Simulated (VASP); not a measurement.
```xyz
4
Lattice="1.5200 -4.8064 0.0000 1.5200 4.8064 0.0000 0.0000 0.0000 4.0150" Properties=species:S:1:pos:R:3 pbc="T T T"
Cl     1.5200     0.9774     2.3309
Cl     1.5200    -0.9774     1.6840
Cl     1.5200    -3.8290     3.6915
Cl     1.5200     3.8290     0.3234
```

Level of theory: PBE GGA, VASP's PBE PAW potentials (set 64) (plane waves; VASP). Settings: 400 eV cut-off, 7×7×5 Γ-centred mesh, Gaussian smearing of 0.020 eV, potentials Cl.

Task: Give the force on each atom (eV/Å).

Result: 
| atom | Fx | Fy | Fz |
|---|---|---|---|
| Cl1 | 0.000 | 4.794 | -5.883 |
| Cl2 | 0.000 | -4.794 | 5.883 |
| Cl3 | 0.000 | 4.794 | 5.883 |
| Cl4 | 0.000 | -4.794 | -5.883 |

Task: Give the stress tensor in GPa (positive for a compressed cell).

Result: 
```
91.42   0.00   0.00
 0.00  60.68   0.00
 0.00   0.00  77.53
```
The pressure is its mean diagonal, 76.55 GPa.

The structure was generated: Cl was put into the black-P type (Cmce), which need not be its known phase. The cell was not relaxed at this level. The k-mesh is coarse (spacing up to 0.31 per Å, 2π included), so the numbers may not be converged in it. The run is one of a series of settings (SIGMA = 0.02 against the base run), some of them coarse on purpose.
